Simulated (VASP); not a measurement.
Consider the following.

```
KBr
1.0
    0.00000     3.28782     3.28782
    3.28782     0.00000     3.28782
    3.28782     3.28782     0.00000
K Br
1 1
Cartesian
  0.00000   0.00000   0.00000
  3.28782   3.28782   3.28782
```

Computed with rev-vdW-DF2, VASP's PBE PAW potentials (set 64) (plane waves; VASP). Settings: 520 eV cut-off, Gaussian smearing of 0.050 eV, potentials K_sv Br.

Give the energies of bands 6 to 11 at the high-symmetry points, in eV from the valence-band maximum.

```tsv
band	Γ	X	U	L	W
6	0.00	-0.85	-0.72	-1.23	-0.61
7	0.00	-0.30	-0.67	-0.35	-0.61
8	0.00	-0.30	-0.34	-0.35	-0.56
9	4.29	5.71	6.45	6.45	7.26
10	7.49	7.11	8.08	8.14	7.26
11	7.49	9.35	8.36	9.69	8.20
```

The gap is direct, 4.29 eV, from the valence maximum at Γ to the conduction minimum at Γ.

Measured: gap 7.40 eV (computed value off by -3.11 eV), as given by Aguado et al., (1998), arXiv:cond-mat/9809176.

The compound is KBr in the rock salt structure. It was relaxed first.
